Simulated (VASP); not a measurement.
Given:

```
MoS2
1.0
    1.54344    -2.67331     0.00000
    1.54344     2.67331     0.00000
    0.00000     0.00000    12.04438
Mo S
2 4
Cartesian
  1.54344   0.89110   3.01110
  1.54344  -0.89110   9.03329
  1.54344   0.89110  10.56856
  1.54344  -0.89110   4.54636
  1.54344  -0.89110   1.47583
  1.54344   0.89110   7.49802
```

Method: vdW-DF-cx, VASP's PBE PAW potentials (set 64) (plane waves; VASP 6.6.1). Settings: 520 eV cut-off, 8×8×2 Γ-centred mesh, Gaussian smearing of 0.050 eV, potentials Mo_sv S.

The ions and cell shape at fixed volume are relaxed. Which structure does the run end with?

```
MoS2
1.0
    1.56087    -2.70351     0.00000
    1.56087     2.70351     0.00000
    0.00000     0.00000    11.77682
Mo S
2 4
Direct
  0.33333   0.66667   0.25000
  0.66667   0.33333   0.75000
  0.33333   0.66667   0.88336
  0.66667   0.33333   0.38336
  0.66667   0.33333   0.11664
  0.33333   0.66667   0.61664
```
Space group P6_3/mmc (194), at a tolerance of 0.03 Å.

How much energy does the relaxation gain?

The energy (σ→0) changes by -24.2 meV/atom, in 8 ionic steps.

The compound is MoS2 in the 2H layered structure. This cell is one point of a volume scan, at 0.94 of the reference volume. Symmetry was kept, so distortions that lower it aren't found.
